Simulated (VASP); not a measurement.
Given:

```
AgI
1.0
    2.40120    -4.15900     0.00000
    2.40120     4.15900     0.00000
    0.00000     0.00000     7.84936
Ag I
2 2
Direct
  0.66667   0.33333   0.50015
  0.33333   0.66667   0.00015
  0.66667   0.33333   0.87485
  0.33333   0.66667   0.37485
```

Calculation: RPBE GGA, VASP's PBE PAW potentials (set 64) (plane waves; VASP). Numerical set-up: 520 eV cut-off, 6×6×3 Γ-centred mesh, tetrahedra with Blöchl corrections, potentials Ag I.

Unless said otherwise, spin-orbit coupling is left out, though it shifts the bands of the heavy elements here.

Estimate the energy per atom (σ→0), band gap (on the k-mesh) with the smallest direct gap where there is one.

```json
{
  "band gap (on the k-mesh)": "1.56 eV",
  "smallest direct gap (on the k-mesh)": "1.56 eV",
  "energy per atom (σ→0)": "-200.5 kJ/mol of atoms"
}
```

The absolute energy has meaning only against runs of the same code, potentials and settings.

The compound is AgI in the wurtzite structure. It was relaxed first, which changed the volume by +14 %.
